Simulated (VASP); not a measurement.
Consider the following.

```xyz
3
Lattice="1.5846 -2.7447 0.0000 1.5846 2.7447 0.0000 0.0000 0.0000 3.5469" Properties=species:S:1:pos:R:3 pbc="T T T"
Zr     1.5846     2.7447     0.0000
B      1.5846     0.9149     1.7735
B      1.5846    -0.9149     1.7735
```

These are PBE GGA, VASP's PBE PAW potentials (set 64) (plane waves; VASP) values and carry that method's errors. Numerical set-up: 520 eV cut-off, Gaussian smearing of 0.050 eV, potentials Zr_sv B.

### Question
Give the energies of bands 6 to 12 at the high-symmetry points, in eV from the Fermi level.

### Answer

```json
[
 {"band": "6", "Γ": "-2.77", "M": "-8.68", "K": "-7.94", "A": "-7.12", "L": "-7.18", "H": "-8.90"},
 {"band": "7", "Γ": "-2.77", "M": "-4.08", "K": "-7.07", "A": "-1.12", "L": "-4.75", "H": "-5.11"},
 {"band": "8", "Γ": "-2.76", "M": "-3.22", "K": "-2.63", "A": "-1.12", "L": "-4.28", "H": "-2.83"},
 {"band": "9", "Γ": "-2.55", "M": "-2.84", "K": "-2.63", "A": "0.20", "L": "-2.18", "H": "-2.83"},
 {"band": "10", "Γ": "3.22", "M": "2.04", "K": "1.38", "A": "0.20", "L": "3.50", "H": "3.87"},
 {"band": "11", "Γ": "3.22", "M": "2.12", "K": "1.38", "A": "0.61", "L": "3.90", "H": "5.80"},
 {"band": "12", "Γ": "3.96", "M": "4.77", "K": "3.00", "A": "0.61", "L": "5.13", "H": "5.80"}
]
```

It has no gap at this level: it comes out as a metal or semimetal.

The compound is ZrB2 in the AlB2 type structure. It was relaxed first.
